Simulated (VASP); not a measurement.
```
PtScO2
1.0
    1.54933     0.89450     6.10948
   -1.54933     0.89450     6.10948
    0.00000    -1.78901     6.10948
Pt Sc O
1 1 2
Direct
  0.00000   0.00000   0.00000
  0.50273   0.50273   0.50273
  0.10932   0.10932   0.10932
  0.89068   0.89068   0.89068
```

These are PBEsol GGA, VASP's PBE PAW potentials (set 64) (plane waves; VASP) values and carry that method's errors. Settings: 600 eV cut-off, 10×10×10 Γ-centred mesh, first-order Methfessel-Paxton smearing of 0.10 eV, potentials Pt Sc_sv O.

Question: Give the force on each atom (eV/Å).

Answer: 
| atom | Fx | Fy | Fz |
|---|---|---|---|
| Pt1 | 0.000 | 0.000 | 0.274 |
| Sc2 | 0.000 | 0.000 | -0.735 |
| O3 | 0.000 | 0.000 | 0.210 |
| O4 | 0.000 | 0.000 | 0.251 |

Question: Give the stress tensor in GPa (positive for a compressed cell).

Answer: 
```
 0.09   0.00   0.00
 0.00   0.09   0.00
 0.00   0.00  -0.36
```
The pressure is its mean diagonal, -0.06 GPa.

The structure was generated: ScPtO2 was put into the delafossite type (R-3m), which need not be its known phase. This cell was strained or had an atom moved on purpose. The electron count is odd and the run is not spin-polarised, which forces a metal.
